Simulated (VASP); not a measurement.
Calculation: PBE GGA, VASP's PBE PAW potentials (set 64) (plane waves; VASP).

A VASP calculation is set up with these files.

**KPOINTS**
```
k-points along high-symmetry lines
15
Line-mode
Reciprocal
  0.000000   0.000000   0.000000 ! GAMMA
  0.500000   0.000000   0.500000 ! X

  0.500000   0.000000   0.500000 ! X
  0.625000   0.250000   0.625000 ! U

  0.375000   0.375000   0.750000 ! K
  0.000000   0.000000   0.000000 ! GAMMA

  0.000000   0.000000   0.000000 ! GAMMA
  0.500000   0.500000   0.500000 ! L

  0.500000   0.500000   0.500000 ! L
  0.500000   0.250000   0.750000 ! W

  0.500000   0.250000   0.750000 ! W
  0.500000   0.000000   0.500000 ! X
```

File POSCAR:
```
NaCl
1
    0.0000000000     2.8444657341     2.8444657341
    2.8444657341     0.0000000000     2.8444657341
    2.8444657341     2.8444657341     0.0000000000
Na Cl
1 1
Direct
  0.0000000000   0.0000000000   0.0000000000
  0.5000000000   0.5000000000   0.5000000000
```

INCAR:
```
SYSTEM = NaCl
PREC = Accurate
ENCUT = 520
EDIFF = 1E-7
NELM = 100
ALGO = Normal
LREAL = .FALSE.
LASPH = .TRUE.
ISMEAR = 0
SIGMA = 0.05
GGA = PE
LWAVE = .FALSE.
LCHARG = .FALSE.
LORBIT = 11
ICHARG = 11
```

POTCAR, in this order: Na_pv Cl (PBE.64 set). Program: vasp_std. Read from the step before: CHGCAR.

The run wrote:

File OUTCAR:
```
 ion  position               nearest neighbor table
   1  0.000  0.000  0.000-
   2  0.500  0.500  0.500-
  LATTYP: Found a face centered cubic cell.
 ALAT       =     5.6889314682
 Subroutine PRICEL returns:
 Original cell was already a primitive cell.
 Subroutine GETGRP returns: Found 48 space group operations
The static configuration has the point symmetry O_h .
The dynamic configuration has the point symmetry O_h .
 Subroutine INISYM returns: Found 48 space group operations
   k-points           NKPTS =     90   k-points in BZ     NKDIM =     90   number of bands    NBANDS=     11
   number of dos      NEDOS =    301   number of ions     NIONS =      2
   total plane-waves  NPLWV =  27000
   dimension x,y,z NGX =    30 NGY =   30 NGZ =   30
   dimension x,y,z NGXF=    60 NGYF=   60 NGZF=   60
   ions per type =               1   1
   PREC   = accura    normal or accurate (medium, high low for compatibility)
   ISTART =      0    job   : 0-new  1-cont  2-samecut
   ICHARG =     11    charge: 1-file 2-atom 10-const
   ISPIN  =      1    spin polarized calculation?
   LNONCOLLINEAR =      F non collinear calculations
   LSORBIT =      F    spin-orbit coupling
   INIWAV =      1    electr: 0-lowe 1-rand  2-diag
   ENCUT  =  520.0 eV  38.22 Ry    6.18 a.u.   7.48  7.48  7.48*2*pi/ulx,y,z
   NELM   =    100;   NELMIN=  2; NELMDL= -5     # of ELM steps
   EDIFF  = 0.1E-06   stopping-criterion for ELM
   LREAL  =      F    real-space projection
   NLSPLINE    = F    spline interpolate recip. space projectors
   LMAXMIX     =    2 max onsite mixed and CHGCAR
   VOSKOWN=      0    Vosko Wilk Nusair interpolation
   EDIFFG = 0.1E-05   stopping-criterion for IOM
   NSW    =      0    number of steps for IOM
   NBLOCK =      1;   KBLOCK =      1    inner block; outer block
   IBRION =     -1    ionic relax: 0-MD 1-quasi-New 2-CG
   NFREE  =      0    steps in history (QN), initial steepest desc. (CG)
   ISIF   =      2    stress and relaxation
   ISYM   =      2    0-nonsym 1-usesym 2-fastsym
   TEIN   =    0.0    initial temperature
   TEBEG  =    0.0;   TEEND  =   0.0 temperature during run
   SMASS  =  -3.00    Nose mass-parameter (am)
   PSTRESS=    0.0 pullay stress
   NELECT =      14.0000    total number of electrons
   EFERMI =   0.00;   METHOD = LEGACY
   ISMEAR =     0;   SIGMA  =   0.05  broadening in eV -4-tet -1-fermi 0-gaus
   IALGO  =     38    algorithm
   LDIAG  =      T    sub-space diagonalisation (order eigenvalues)
   IMIX   =      4    mixing-type and parameters
     AMIX     =   0.40;   BMIX     =  1.00
     AMIX_MAG =   1.60;   BMIX_MAG =  1.00
     AMIN     =   0.10
   GGA     = PE    functional components
   VOSKOWN =     0    Vosko Wilk Nusair interpolation
   LHFCALC =     F    Hartree Fock is set to
   LHFONE  =     F    Hartree Fock one center treatment
   AEXX    =    0.0000 exact exchange contribution
   IVDW    =     0    specifies the selected vdW correction
   LEPSILON=     F    determine dielectric tensor
   LRPA    =     F    only Hartree local field effects (RPA)
  energy-cutoff  :      520.00
  volume of cell :       46.03
      direct lattice vectors                 reciprocal lattice vectors
     0.000000000  2.844465734  2.844465734    -0.175779934  0.175779934  0.175779934
     2.844465734  0.000000000  2.844465734     0.175779934 -0.175779934  0.175779934
     2.844465734  2.844465734  0.000000000     0.175779934  0.175779934 -0.175779934
 k-point     1 :   0.0000 0.0000 0.0000  plane waves:    1243
 k-point     2 :   0.0357 0.0000 0.0357  plane waves:    1243
 k-point     3 :   0.0714 0.0000 0.0714  plane waves:    1243
 k-point     4 :   0.1071 0.0000 0.1071  plane waves:    1251
 k-point     5 :   0.1429 0.0000 0.1429  plane waves:    1251
 k-point     6 :   0.1786 0.0000 0.1786  plane waves:    1255
 k-point     7 :   0.2143 0.0000 0.2143  plane waves:    1259
 k-point     8 :   0.2500 0.0000 0.2500  plane waves:    1243
 k-point     9 :   0.2857 0.0000 0.2857  plane waves:    1259
 k-point    10 :   0.3214 0.0000 0.3214  plane waves:    1258
...
```

File OSZICAR:
```
       N       E                     dE             d eps       ncg     rms          rms(c)
DAV:   1     0.940711859462E+02    0.94071E+02   -0.74521E+03  1986   0.128E+03
DAV:   2     0.236007204552E+01   -0.91711E+02   -0.84910E+02  2195   0.279E+02
DAV:   3    -0.620382909217E+01   -0.85639E+01   -0.85001E+01  2399   0.831E+01
DAV:   4    -0.640766614147E+01   -0.20384E+00   -0.20357E+00  2235   0.136E+01
DAV:   5    -0.641206346003E+01   -0.43973E-02   -0.43966E-02  2402   0.206E+00
DAV:   6    -0.641222067094E+01   -0.15721E-03   -0.15721E-03  2439   0.406E-01
DAV:   7    -0.641222670778E+01   -0.60368E-05   -0.60368E-05  2567   0.701E-02
DAV:   8    -0.641222696188E+01   -0.25410E-06   -0.25408E-06  2430   0.125E-02
DAV:   9    -0.641222697305E+01   -0.11166E-07   -0.11174E-07  1835   0.220E-03
   1 F= -.64122270E+01 E0= -.64122270E+01  d E =-.146064E-10
```

### OUTCAR
```
 val. band max:       -0.8786777211   @ k =   0.0000   0.0000   0.0000

 cond. band min:       4.1305426781   @ k =   0.0000   0.0000   0.0000



 k-point     1 :       0.0000    0.0000    0.0000
  band No.  band energies     occupation
      1     -21.7482      2.00000
      2     -21.7482      2.00000
      3     -21.7482      2.00000
      4     -13.4805      2.00000
      5      -0.8787      2.00000
      6      -0.8787      2.00000
      7      -0.8787      2.00000
      8       4.1305      0.00000
      9      10.2139      0.00000
     10      10.2139      0.00000
     11      10.2139      0.00000

 k-point     2 :       0.0357    0.0000    0.0357
  band No.  band energies     occupation
      1     -21.7485      2.00000
      2     -21.7483      2.00000
      3     -21.7483      2.00000
      4     -13.4756      2.00000
      5      -0.9145      2.00000
      6      -0.8868      2.00000
      7      -0.8868      2.00000
      8       4.1889      0.00000
      9      10.1247      0.00000
     10      10.2429      0.00000
     11      10.2429      0.00000

 k-point     3 :       0.0714    0.0000    0.0714
  band No.  band energies     occupation
      1     -21.7494      2.00000
      2     -21.7485      2.00000
      3     -21.7485      2.00000
      4     -13.4611      2.00000
      5      -1.0157      2.00000
      6      -0.9104      2.00000
      7      -0.9104      2.00000
      8       4.3571      0.00000
      9       9.8902      0.00000
     10      10.3291      0.00000
     11      10.3291      0.00000

 k-point     4 :       0.1071    0.0000    0.1071
  band No.  band energies     occupation
      1     -21.7509      2.00000
      2     -21.7490      2.00000
      3     -21.7490      2.00000
      4     -13.4379      2.00000
      5      -1.1659      2.00000
      6      -0.9481      2.00000
      7      -0.9481      2.00000
      8       4.6166      0.00000
      9       9.5741      0.00000
     10      10.4698      0.00000
...
```

The density is held fixed in this step, so its total energy and stress have no physical meaning.

The compound is NaCl in the rock salt structure. It was relaxed first.
